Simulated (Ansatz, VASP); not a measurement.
# Two plane-wave programs on NaLiICl

INCAR

```
SYSTEM = NaLiICl
  ALGO = Normal
  EDIFF = 1E-6
  ENCUT = 520
  ISIF = 2
  ISMEAR = 0
  LASPH = .True.
  LCHARG = .True.
  LELF = .True.
  LREAL = .False.
  LVHAR = .True.
  LWAVE = .False.
  NBANDS = 20
  NELM = 80
  PREC = Accurate
  SIGMA = 0.05
```

The input KPOINTS:

```
k-points
0
Gamma
  6 6 4
  0 0 0
```

POSCAR

```
NaLiICl
1.0
    4.2553014400      0.0000000000      0.0000000000
    0.0000000000      4.2553014400      0.0000000000
    0.0000000000      0.0000000000      6.7125715200
Na Li I Cl
1 1 1 1
Direct
    0.5000000000      0.5000000000      0.5000000000
    0.0000000000      0.0000000000      0.0000000000
    0.5000000000      0.5000000000      0.0000000000
    0.0000000000      0.0000000000      0.5000000000
```

Input for Ansatz:

```yaml
crystal:
  lattice:
    - [4.25530144, 0.0, 0.0]
    - [0.0, 4.25530144, 0.0]
    - [0.0, 0.0, 6.71257152]
  atoms:
    - { symbol: Na, position: [0.5, 0.5, 0.5] }
    - { symbol: Li, position: [0.0, 0.0, 0.0] }
    - { symbol: I, position: [0.5, 0.5, 0.0] }
    - { symbol: Cl, position: [0.0, 0.0, 0.5] }
basis:
  ecutwfc: 420
kpoints:
  mp_grid: { grid: [6, 6, 4] }
hamiltonian:
  xc: lda
scf:
  occupations: { method: gaussian, width: 0.05 }
output:
  forces: true
  stress: true
  eigenvalues: true
```

Change from the starting cell: strain +0.040 along x and y, +0.080 along z, atoms carried along.

Alike in both runs: task single point; functional LDA; k mesh 6 × 6 × 4; occupations gaussian, width 0.05 eV; no spin polarisation.

|  | VASP | Ansatz |
| --- | --- | --- |
| version | VASP 6.6.1 | Ansatz 0.2.0 |
| potentials or method | VASP PAW LDA potentials, release 64 (Na_pv, Li_sv, I, Cl) | scalar-relativistic, plane waves, PAW |
| plane-wave cutoff (eV) | 520 | 420 |
| valence electrons in the cell | 24 | 36 |

Ansatz gave:

```
gap on the k mesh at the Fermi level (eV) : 3.48
least direct gap on the mesh (eV)         : 3.71
```

Question: Which values does VASP return?

Answer: gap on the k mesh at the Fermi level (eV): 3.48; least direct gap on the mesh (eV): 3.72.

The two sets of potentials don't hold the same shells in valence.

Caveats: spin-orbit coupling is left out, which moves the levels of the heavy elements. A k mesh can miss the band edges.
